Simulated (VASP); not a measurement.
All values below come from RPBE GGA, VASP's PBE PAW potentials (set 64) (plane waves; VASP).

VASP ran on this input.

POSCAR:
```
CsI
1
    4.8664675126     0.0000000000    -0.0000000000
   -0.0000000000     4.8664675126     0.0000000000
   -0.0000000000     0.0000000000     4.8664675126
Cs I
1 1
Direct
  0.0000000000   0.0000000000   0.0000000000
  0.5000000000   0.5000000000   0.5000000000
```

KPOINTS:
```
K-points
0
G
  5 5 5
0 0 0
```

### INCAR
```
SYSTEM = CsI
PREC = Accurate
ENCUT = 520
EDIFF = 1E-6
NELM = 100
ALGO = Normal
LREAL = .FALSE.
LASPH = .TRUE.
ISMEAR = 0
SIGMA = 0.05
GGA = RP
LMAXMIX = 4
LWAVE = .FALSE.
LCHARG = .FALSE.
IBRION = 2
ISIF = 3
NSW = 60
EDIFFG = -0.01
```

POTCAR, in this order: Cs_sv I (PBE.64 set). Program: vasp_std.

Q: What will the output report for the number of irreducible k-points (NKPTS), largest plane-wave count, number of space-group operations, FFT grid (NGX, NGY, NGZ)?

A: 
```json
{
 "number of irreducible k-points (NKPTS)": "10",
 "largest_plane_wave_count": "3116",
 "number_of_space_group_operations": "48",
 "FFT grid (NGX, NGY, NGZ)": "36 × 36 × 36"
}
```

The compound is CsI in the CsCl type structure. It was relaxed first, which changed the volume by +21 %. The start is the result of an earlier pass.
